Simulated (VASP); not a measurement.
Input:

```
ReSe2
1.0
    1.58326     0.91410     6.68377
   -1.58326     0.91410     6.68377
    0.00000    -1.82820     6.68377
Re Se
1 2
Direct
  0.00007   0.00007   0.00007
  0.75359   0.75359   0.75359
  0.57964   0.57964   0.57964
```

The numbers are results of PBEsol GGA, VASP's PBE PAW potentials (set 64) (plane waves; VASP), not measurements. Numerical set-up: 400 eV cut-off, 13×13×13 Γ-centred mesh, tetrahedra with Blöchl corrections, potentials Re Se.

The cores are frozen, which limits the accuracy of field gradients. Without a dispersion term in the relaxation, distances and binding between the weakly bound layers, chains or molecules are unreliable, and so is what depends on them.

Problem. Give the principal components of the electric field gradient (V/Å²) and the asymmetry η at each nucleus.

Solution. 
| atom | Vxx | Vyy | Vzz | η |
|---|---|---|---|---|
| Re1 | 77.7 | 77.7 | -155.4 | 0.00 |
| Se2 | 28.2 | 28.2 | -56.4 | 0.00 |
| Se3 | 25.5 | 25.5 | -51.1 | 0.00 |

The structure was generated: ReSe2 was put into the 3R-MoS2 type (R3m), which need not be its known phase. It was relaxed first, which changed the volume by -9 %.
